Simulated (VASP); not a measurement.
All values below come from PBE GGA, VASP's PBE PAW potentials (set 64) (plane waves; VASP 6.6.1).

VASP ran on this input.

### INCAR
```
! general
SYSTEM =AsPt
PREC   =Accurate
ENCUT  =400
LREAL  =.False.
LASPH  =.True.
NBANDS =8

! electronic loop
EDIFF  =1E-6
NELM   =100
ALGO   =Normal
LMAXMIX=6

! smearing
ISMEAR =0
SIGMA  =0.05

! functional
GGA    =PE

! ions
ISIF   =2

! output
LWAVE  =.False.
LCHARG =.False.
```

**KPOINTS**
```
Regular mesh
0
gamma
  8 8 8
```

### POSCAR
```
AsPt
1
    0.0000000000     2.7473450000     2.7473450000
    2.7473450000     0.0000000000     2.7473450000
    2.7473450000     2.7473450000     0.0000000000
As Pt
1 1
Direct
  0.0000000000   0.0000000000   0.0000000000
  0.5000000000   0.5000000000   0.5000000000
```

POTCAR, in this order: As Pt (PBE.64 set). Program: vasp_std.

Unless said otherwise, spin-orbit coupling is left out, though it shifts the bands of the heavy elements here.

**Question.** What does the run give for the energy per atom (σ→0), pressure, band gap (on the k-mesh)?

**Answer.** 
```json
{
  "energy per atom (σ→0)": "-5.267 eV/atom",
  "band gap (on the k-mesh)": "none (metal, semimetal or under 0.01 eV)",
  "pressure": "-13.30 GPa"
}
```

### OSZICAR
```
...
DAV:   8    -0.105358236822E+02    0.56947E-02   -0.66586E-02   512   0.212E+00    0.278E-01
DAV:   9    -0.105350606709E+02    0.76301E-03   -0.23600E-03   592   0.480E-01    0.250E-01
DAV:  10    -0.105342249638E+02    0.83571E-03   -0.99649E-03   520   0.761E-01    0.105E-01
DAV:  11    -0.105342392644E+02   -0.14301E-04   -0.29501E-04   512   0.186E-01    0.736E-02
DAV:  12    -0.105341810775E+02    0.58187E-04   -0.17373E-04   544   0.110E-01    0.254E-02
DAV:  13    -0.105341719816E+02    0.90959E-05   -0.12852E-04   544   0.850E-02    0.901E-03
DAV:  14    -0.105341712002E+02    0.78137E-06   -0.30823E-06   400   0.196E-02
   1 F= -.10534171E+02 E0= -.10533251E+02  d E =-.183983E-02
```

The structure was generated: AsPt was put into the rocksalt type (Fm-3m), which need not be its known phase. The cell was not relaxed at this level. The run is one of a series of settings (NBANDS = 8 against the base run), some of them coarse on purpose. The electron count is odd and the run is not spin-polarised, which forces a metal. VASP warned that the highest band is occupied, so more bands are needed.
